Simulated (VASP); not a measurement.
Given:

```
CELL_PARAMETERS angstrom
      3.75259     0.00000     0.00000
      0.00000     3.75259     0.00000
      0.00000     0.00000     3.75259
ATOMIC_POSITIONS crystal
  Cu 0.00000 0.50000 0.50000
  Cu 0.50000 0.00000 0.50000
  Cu 0.50000 0.50000 0.00000
  Au 0.00000 0.00000 0.00000
```

All values below come from rev-vdW-DF2, VASP's PBE PAW potentials (set 64) (plane waves; VASP 6.6.1). Run with 520 eV cut-off, Gaussian smearing of 0.050 eV, potentials Cu Au.

Q: Give the energies of bands 11 to 24 at the high-symmetry points, in eV from the Fermi level.

A: 
```
band      Γ      X      M      R
----  -----  -----  -----  -----
11    -2.34  -3.39  -3.38  -2.97
12    -2.34  -2.67  -3.21  -2.97
13    -1.76  -2.56  -3.21  -1.74
14    -1.72  -2.56  -2.52  -1.74
15    -1.72  -2.39  -2.52  -1.74
16    -1.61  -2.39  -2.52  -1.71
17    -1.61  -2.37  -2.38  -1.71
18    -1.61  -2.31  -2.38  -1.68
19    -1.47  -2.07  -2.30  -1.68
20    -1.47  -2.00  -2.22  -1.68
21    -1.47  -1.61  -0.59  -1.06
22     1.25  -1.47  -0.59  -1.03
23     1.25   5.75  -0.50  -1.03
24     1.25   5.75   0.28  -1.03
```

It has no gap at this level: it comes out as a metal or semimetal.

The compound is Cu3Au in the L1_2 structure. It was relaxed first.
